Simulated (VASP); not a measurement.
An input for Quantum ESPRESSO's pw.x (written as the equivalent of a VASP run, and not itself run):

```
&CONTROL
  calculation = 'scf'
  pseudo_dir = './pseudo'
  outdir = './out'
  tprnfor = .true.
  tstress = .true.
/
&SYSTEM
  ibrav = 0
  nat = 8
  ntyp = 3
  ecutwfc = 102
  occupations = 'smearing'
  smearing = 'gaussian'
  degauss = 0.00735
  input_dft = 'pz'
/
&ELECTRONS
  conv_thr = 7.3e-08
  electron_maxstep = 100
/
ATOMIC_SPECIES
  Cd 112.414 Cd.upf
  As 74.922 As.upf
  K 39.098 K.upf
CELL_PARAMETERS angstrom
     2.2357000    1.2907820   11.9700000
    -2.2357000    1.2907820   11.9700000
     0.0000000   -2.5815640   11.9700000
ATOMIC_POSITIONS crystal
  Cd   0.0891830  0.0891830  0.0891830
  Cd   0.9108170  0.9108170  0.9108170
  Cd   0.3014100  0.3014100  0.3014100
  Cd   0.6985900  0.6985900  0.6985900
  As   0.2277500  0.2277500  0.2277500
  As   0.7722500  0.7722500  0.7722500
  As   0.0000000  0.0000000  0.0000000
  K    0.5000000  0.5000000  0.5000000
K_POINTS automatic
  3 3 3 0 0 0
```

Problem. Translate this input to VASP (INCAR, KPOINTS, POSCAR, choice of POTCAR).

Solution. This is not unique; one that fits is 
INCAR:
```
ISIF = 2   ! forces and stress, cell fixed
PREC = Accurate
NELM = 100
EDIFF = 1E-6   ! SCF stop (eV)
LMAXMIX = 4   ! l cut-off of mixed one-centre charges
LCHARG = .FALSE.
SYSTEM = KCd4As3
ALGO = Normal   ! blocked Davidson
LASPH = .TRUE.   ! aspherical one-centre terms
ISMEAR = 0   ! Gaussian
SIGMA = 0.1   ! width (eV)
LWAVE = .FALSE.
LREAL = .FALSE.
ENCUT = 300   ! plane-wave cut-off (eV)
```

KPOINTS:
```
Automatic mesh
0
Gamma
3 3 3
0 0 0
```

POSCAR:
```
KCd4As3
23.940
  0.0933876358   0.0539173768   0.5000000000
 -0.0933876358   0.0539173768   0.5000000000
  0.0000000000  -0.1078347536   0.5000000000
Cd As K
4 3 1
Direct
  0.0891830000   0.0891830000   0.0891830000
  0.9108170000   0.9108170000   0.9108170000
  0.3014100000   0.3014100000   0.3014100000
  0.6985900000   0.6985900000   0.6985900000
  0.2277500000   0.2277500000   0.2277500000
  0.7722500000   0.7722500000   0.7722500000
  0.0000000000   0.0000000000   0.0000000000
  0.5000000000   0.5000000000   0.5000000000
```

POTCAR, in this order: Cd As K_sv (LDA.64 set). Program: vasp_std.

Limits of the translation: the potentials are each code's own (VASP's PAW set, PseudoDojo norm-conserving files in pw.x), so ENCUT and ecutwfc are chosen apart and not converted; conv_thr bounds pw.x's estimated SCF error, while EDIFF bounds the energy change between steps.

The structure comes from a measured KCd4As3 entry of the Crystallography Open Database, whose conditions weren't checked. The cell was not relaxed at this level. The k-mesh is coarse (spacing up to 0.54 per Å, 2π included), so the numbers may not be converged in it. The run is one of a series of settings (GGA removed, POTCAR Cd As K_sv (LDA.64 set) against the base run), some of them coarse on purpose.
